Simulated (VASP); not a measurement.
## TcSe2: single point with PBE+U

The system is TcSe2.

```
Tc Se
1.0
     0.00000    3.14575    3.14575
     3.14575    0.00000    3.14575
     3.14575    3.14575    0.00000
Tc Se
1 2
Cartesian
  0.0000 0.0000 0.0000
  1.5729 1.5729 1.5729
  4.7186 4.7186 4.7186
```

The cell comes from a database or a generator and needn't be the stable form of this composition.

```yaml
Program: VASP 6.6.1
Task: single point
Functional: PBE
Potentials_or_basis: VASP PAW PBE potentials, release 64 (Tc_pv, Se)
Cutoff: 520 eV
k_mesh: 5 × 5 × 5
Occupations: gaussian, width 0.05 eV
Spin: no spin polarisation
Hubbard_terms: Tc d U = 4 eV
Further_INCAR_settings: ALGO = Normal; EDIFF = 1e-06
```

```json
{
 "Pressure": "-7.1 GPa",
 "Band gap on the k mesh": "none (metal or under the smearing width)"
}
```

Levels at points of the mesh, in eV from the Fermi level:
```csv
k point,band 8,band 9,band 10,band 11,band 12,band 13,band 14,band 15,band 16
"(0.00, 0.00, 0.00)",-4.48,-1.49,-1.49,0.22,0.22,0.22,3.72,3.72,3.72
```

Eigenvalues of the final occupation matrices:
| site | spin | trace | eigenvalues |
| --- | --- | --- | --- |
| site 1 d | 1 | 2.56 | 0.31 0.31 0.31 0.81 0.81 |
| site 1 d | 2 | 2.56 | 0.31 0.31 0.31 0.81 0.81 |

It took 20 s on 1 thread of AMD EPYC 7R43 64-Core Processor (Zen 3) (shared host), peak memory 0.17 GiB.

Caveat: U without spin polarisation on a metal has little footing.
